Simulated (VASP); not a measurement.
Here is the system:

```
CELL_PARAMETERS angstrom
      1.90129    -3.28331     0.00000
      1.90129     3.28331     0.00000
      0.00000     0.00000     6.31069
ATOMIC_POSITIONS crystal
  Sn 0.00000 0.00000 0.00000
  Se 0.33333 0.66667 0.25000
  Se 0.68830 0.35497 0.75000
```

Level of theory: PBE GGA, VASP's PBE PAW potentials (set 64) (plane waves; VASP 6.6.1). Run with PREC = Single, 400 eV cut-off, 6×6×3 Γ-centred mesh, Gaussian smearing of 0.050 eV, potentials Sn_d Se.

Task: Give the force on each atom (eV/Å).

Result: 
| atom | Fx | Fy | Fz |
|---|---|---|---|
| Sn1 | 0.241 | 0.032 | 0.037 |
| Se2 | 0.049 | -0.009 | 0.336 |
| Se3 | -0.289 | -0.023 | -0.373 |

Task: Give the stress tensor in GPa (positive for a compressed cell).

Result: 
```
3.97  0.21  0.94
0.21  4.18  0.04
0.94  0.04  3.61
```
The pressure is its mean diagonal, 3.92 GPa.

The compound is SnSe2 in the 1T layered structure. The cell was not relaxed at this level, atoms are displaced from their ideal sites. The run is one of a series of settings (PREC = Single against the base run), some of them coarse on purpose.
